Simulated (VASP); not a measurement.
Given:

```
CELL_PARAMETERS angstrom
      0.00000     1.78428     1.78428
      1.78428     0.00000     1.78428
      1.78428     1.78428     0.00000
ATOMIC_POSITIONS crystal
  C  0.00000 0.00000 0.00000
  C  0.25000 0.25000 0.25000
```

The numbers are results of vdW-DF-cx, VASP's PBE PAW potentials (set 64) (plane waves; VASP), not measurements. Numerical set-up: 520 eV cut-off, Gaussian smearing of 0.050 eV, potentials C.

### Question
Give the energies of bands 2 to 7 at the high-symmetry points, in eV from the valence-band maximum.

### Answer

```
band     Γ       X       U       L       W
----  ----  ------  ------  ------  ------
2     0.00  -12.74  -11.71  -13.39  -11.94
3     0.00   -6.30   -9.34   -2.80   -8.34
4     0.00   -6.30   -5.36   -2.80   -8.34
5     5.58    4.70    5.62    8.44   10.55
6     5.58    4.70   10.70    8.44   10.55
7     5.58   16.80   14.35    8.85   12.32
```

The gap is indirect, 4.09 eV, from the valence maximum at Γ to the conduction minimum at Γ-X at 0.71.

The compound is C in the diamond structure. It was relaxed first.
